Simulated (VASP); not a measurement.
Method: PBEsol GGA, VASP's PBE PAW potentials (set 64) (plane waves; VASP).

The input files of a VASP run:

**POSCAR**
```
PbO
1
    3.9185120000     0.0000000000     0.0000000000
    0.0000000000     3.9185120000     0.0000000000
    0.0000000000     0.0000000000    16.3659340000
Pb O
2 2
Direct
  0.5000000000   0.0000000000   0.5722820000
  0.0000000000   0.5000000000   0.4277180000
  0.0000000000   0.0000000000   0.5000000000
  0.5000000000   0.5000000000   0.5000000000
```

File KPOINTS:
```
Automatic mesh
0
gamma
  6 6 1
```

### INCAR
```
# general
SYSTEM  = PbO
PREC    = Accurate
ENCUT   = 400
LREAL   = F
LASPH   = T

# electronic loop
EDIFF   = 1E-6
NELM    = 100
ALGO    = Normal
LMAXMIX = 4

# smearing
ISMEAR  = 0
SIGMA   = 0.1

# functional
GGA     = PS

# ions
ISIF    = 2

# output
LWAVE   = F
LCHARG  = F
```

POTCAR, in this order: Pb_d O (PBE.64 set). Program: vasp_std.

What will the output report for the number of irreducible k-points (NKPTS), largest plane-wave count, number of space-group operations, FFT grid (NGX, NGY, NGZ)?

* **number of irreducible k-points (NKPTS)**: 10
* **largest plane-wave count**: 4589
* **number of space-group operations**: 16
* **FFT grid (NGX, NGY, NGZ)**: 28 × 28 × 108

The cell is a sheet with vacuum, built from a generated structure.
